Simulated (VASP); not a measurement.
These are TPSS meta-GGA, VASP's PBE PAW potentials (set 64) (plane waves; VASP) values and carry that method's errors.

A VASP calculation is set up with these files.

### INCAR
```
SYSTEM  =  Si
PREC  =  Accurate; ENCUT  =  520; LREAL  =  F
LASPH  =  T
EDIFF  =  1E-7; NELM  =  100; ALGO  =  Normal
LMIXTAU  =  T
ISMEAR  =  0; SIGMA  =  0.05
METAGGA  =  TPSS
ISIF  =  2
LWAVE  =  F; LCHARG  =  F
```

**KPOINTS**
```
Automatic mesh
0
Gamma
8 8 8
0 0 0
```

### POSCAR
```
Si
1
    0.0000000000     2.7526150886     2.7526150886
    2.7526150886     0.0000000000     2.7526150886
    2.7526150886     2.7526150886     0.0000000000
Si
2
Direct
  0.0000000000   0.0000000000   0.0000000000
  0.2500000000   0.2500000000   0.2500000000
```

POTCAR, in this order: Si (PBE.64 set). Program: vasp_std.

Output of the run:

**OUTCAR**
```
 ion  position               nearest neighbor table
   1  0.000  0.000  0.000-   2 2.38   2 2.38   2 2.38   2 2.38
   2  0.250  0.250  0.250-   1 2.38   1 2.38   1 2.38   1 2.38
  LATTYP: Found a face centered cubic cell.
 ALAT       =     5.5052301772
 Subroutine PRICEL returns:
 Original cell was already a primitive cell.
 Subroutine GETGRP returns: Found 48 space group operations
The static configuration has the point symmetry T_d .
 The point group associated with its full space group is O_h .
The dynamic configuration has the point symmetry T_d .
 Subroutine INISYM returns: Found 48 space group operations
 Subroutine IBZKPT returns following result:
 Found     29 irreducible k-points:

 Following reciprocal coordinates:
            Coordinates               Weight
  0.000000  0.000000  0.000000      1.000000
  0.125000  0.000000  0.000000      8.000000
  0.250000  0.000000  0.000000      8.000000
  0.375000  0.000000  0.000000      8.000000
  0.500000  0.000000  0.000000      4.000000
  0.125000  0.125000  0.000000      6.000000
  0.250000  0.125000  0.000000     24.000000
  0.375000  0.125000  0.000000     24.000000
...
```

OSZICAR:
```
       N       E                     dE             d eps       ncg     rms          rms(c)
DAV:   1     0.357204434560E+02    0.35720E+02   -0.15026E+04   464   0.501E+04
DAV:   2    -0.135012626821E+02   -0.49222E+02   -0.48315E+02   616   0.174E+02
DAV:   3    -0.188908430880E+02   -0.53896E+01   -0.51594E+01   784   0.565E+01
DAV:   4    -0.190920905756E+02   -0.20125E+00   -0.20124E+00   608   0.135E+01
DAV:   5    -0.197177606453E+02   -0.62567E+00   -0.62127E+00   800   0.543E+00    0.831E+00
DAV:   6    -0.195524244106E+02    0.16534E+00   -0.31374E+01   520   0.371E+01    0.374E+00
DAV:   7    -0.195998100172E+02   -0.47386E-01   -0.88122E-02   792   0.319E+00    0.223E+00
DAV:   8    -0.189919824590E+02    0.60783E+00   -0.36934E+03   464   0.862E+04    0.510E-01
DAV:   9    -0.195942909457E+02   -0.60231E+00   -0.98942E-01   480   0.161E+01    0.597E-01
DAV:  10    -0.196283941964E+02   -0.34103E-01   -0.51577E-02   512   0.250E+00    0.185E-01
DAV:  11    -0.196123843815E+02    0.16010E-01   -0.26553E-02   480   0.182E+00    0.341E-01
DAV:  12    -0.196198885257E+02   -0.75041E-02   -0.42865E-03   608   0.683E-01    0.986E-02
DAV:  13    -0.196294647613E+02   -0.95762E-02   -0.10899E-02   488   0.110E+00    0.393E-02
DAV:  14    -0.196294132137E+02    0.51548E-04   -0.22291E-04   712   0.155E-01    0.218E-02
DAV:  15    -0.196294161825E+02   -0.29688E-05   -0.74025E-07   592   0.823E-03    0.218E-02
DAV:  16    -0.196294143830E+02    0.17995E-05   -0.39879E-08   704   0.176E-03    0.217E-02
DAV:  17    -0.196295051497E+02   -0.90767E-04   -0.56061E-05   464   0.105E-01    0.107E-02
DAV:  18    -0.196295082609E+02   -0.31112E-05   -0.35820E-06   648   0.181E-02    0.623E-03
DAV:  19    -0.196295073257E+02    0.93525E-06   -0.23898E-06   520   0.186E-02    0.285E-03
DAV:  20    -0.196295087076E+02   -0.13819E-05   -0.47788E-07   528   0.104E-02    0.135E-03
DAV:  21    -0.196295089364E+02   -0.22883E-06   -0.31542E-07   496   0.773E-03    0.915E-04
DAV:  22    -0.196295089461E+02   -0.96557E-08   -0.35636E-08   280   0.207E-03
   1 F= -.19629509E+02 E0= -.19629509E+02  d E =-.866672E-16
```

OUTCAR:
```
------------------------ aborting loop because EDIFF is reached ----------------------------------------
  FORCE on cell =-STRESS in cart. coord.  units (eV):
  Direction    XX          YY          ZZ          XY          YZ          ZX
  --------------------------------------------------------------------------------------
  Total       -0.6673168     -0.6673168     -0.6673168      0.0000000      0.0000000      0.0000000
  in kB      -25.6316276    -25.6316276    -25.6316276      0.0000000      0.0000000      0.0000000
  external PRESSURE =     -25.6316276 kB  Pullay stress =       0.0000000 kB
  volume of cell :       41.71
      direct lattice vectors                 reciprocal lattice vectors
     0.000000000  2.752615089  2.752615089    -0.181645448  0.181645448  0.181645448
     2.752615089  0.000000000  2.752615089     0.181645448 -0.181645448  0.181645448
     2.752615089  2.752615089  0.000000000     0.181645448  0.181645448 -0.181645448
 POSITION                                       TOTAL-FORCE (eV/Angst)
 -----------------------------------------------------------------------------------
      0.00000      0.00000      0.00000         0.000000      0.000000      0.000000
      1.37631      1.37631      1.37631        -0.000000     -0.000000     -0.000000
 -----------------------------------------------------------------------------------
    total drift:                                0.000000      0.000000      0.000000
  FREE ENERGIE OF THE ION-ELECTRON SYSTEM (eV)
  ---------------------------------------------------
  free  energy   TOTEN  =       -19.6295089461 eV

  energy  without entropy=      -19.6295089461  energy(sigma->0) =      -19.62950895
```
(Selected blocks of OUTCAR.)

**OUTCAR**
```
 val. band max:        5.3923939936   @ k =   0.0000   0.0000   0.0000

 cond. band min:       6.1524746344   @ k =   0.3750   0.3750   0.0000


 Fermi energy:         5.6582729428

 k-point     1 :       0.0000    0.0000    0.0000
  band No.  band energies     occupation
      1      -6.4620      2.00000
      2       5.3924      2.00000
      3       5.3924      2.00000
      4       5.3924      2.00000
      5       8.0994      0.00000
      6       8.0994      0.00000
      7       8.0994      0.00000
      8       8.6828      0.00000

 k-point     2 :       0.1250    0.0000    0.0000
  band No.  band energies     occupation
      1      -6.2604      2.00000
      2       3.8261      2.00000
      3       5.1196      2.00000
      4       5.1196      2.00000
      5       7.9697      0.00000
      6       8.5076      0.00000
      7       8.5076      0.00000
      8      10.0562      0.00000

 k-point     3 :       0.2500    0.0000    0.0000
  band No.  band energies     occupation
      1      -5.6731      2.00000
      2       1.5286      2.00000
      3       4.6640      2.00000
      4       4.6640      2.00000
      5       7.4723      0.00000
      6       9.0291      0.00000
      7       9.0291      0.00000
      8      12.2589      0.00000

 k-point     4 :       0.3750    0.0000    0.0000
  band No.  band energies     occupation
      1      -4.7960      2.00000
      2      -0.4624      2.00000
      3       4.3422      2.00000
      4       4.3422      2.00000
      5       7.1008      0.00000
      6       9.0025      0.00000
      7       9.0025      0.00000
      8      13.2988      0.00000

 k-point     5 :       0.5000    0.0000    0.0000
  band No.  band energies     occupation
      1      -4.1780      2.00000
      2      -1.4609      2.00000
      3       4.2313      2.00000
      4       4.2313      2.00000
      5       6.9707      0.00000
      6       8.9021      0.00000
      7       8.9021      0.00000
...
```

The compound is Si in the diamond structure. This cell is one point of a volume scan, at 1.03 of the reference volume.
